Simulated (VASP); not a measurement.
## InGaO2: elastic constants with PBE

Crystal: InGaO2.

```
In Ga O
1.0
     1.51982    0.87747    6.62037
    -1.51982    0.87747    6.62037
     0.00000   -1.75494    6.62037
In Ga O
1 1 2
Direct
  0.00000 0.00000 0.00000
  0.50000 0.50000 0.50000
  0.11518 0.11518 0.11518
  0.88482 0.88482 0.88482
```

The cell was built by a generator and needn't be a form met in nature.

| Quantity | Value |
| --- | --- |
| Program | VASP 6.6.1 |
| Task | elastic constants |
| Functional | PBE |
| Potentials or basis | VASP PAW PBE potentials, release 64 (In_d, Ga_d, O) |
| Cutoff | 520 eV |
| k mesh | 10 × 10 × 10 |
| Occupations | gaussian, width 0.1 eV |
| Spin | no spin polarisation |
| Ions in elastic constants | relaxed |
| Further INCAR settings | ALGO = Fast; EDIFF = 1e-08; IBRION = 6; POTIM = 0.015; NSW = 1; ISIF = 3 |

| Quantity | Value |
| --- | --- |
| Relaxed volume | 13.23 Å³/atom |
| Relaxed cell | a = 6.849 Å, b = 6.849 Å, c = 6.849 Å, α = 25.63°, β = 25.63°, γ = 25.63° |
| Space group after relaxing (to 0.05 Å) | R-3m (No. 166) |
| Voigt bulk modulus | 129 GPa |
| Highest phonon frequency at Γ, LO-TO splitting left out | 591 cm⁻¹ |

Final structure:
```
CELL_PARAMETERS angstrom
1.51922 0.87712 6.62038
-1.51922 0.87712 6.62038
0.00000 -1.75425 6.62038
ATOMIC_POSITIONS crystal
In 0.00000 0.00000 0.00000
Ga 0.50000 0.50000 0.50000
O 0.11516 0.11516 0.11516
O 0.88484 0.88484 0.88484
```

Phonon frequencies in cm⁻¹ (negative: imaginary):
```tsv
q point	frequencies
(0.000, 0.000, 0.000)	0 0 0 59 59 210 322 322 342 342 417 591
```

Elastic tensor in Voigt notation (GPa, in the Cartesian axes of the cell as first typed):
```
235  81  47   6   0   0
 81 235  47  -6   0   0
 47  47 346   0   0   0
  6  -6   0  45   0   0
  0   0   0   0  45   6
  0   0   0   0   6  77
```

Clamped-ion elastic tensor (GPa):
```
253  98  49   9   0   0
 98 253  49  -9   0   0
 49  49 346   0   0   0
  9  -9   0  65   0   0
  0   0   0   0  65   9
  0   0   0   0   9  77
```

It took 100 min on 8 MPI ranks on Intel(R) Xeon(R) 6975P-C (Granite Rapids), with other jobs on the host, peak memory 1.1 GiB a rank.
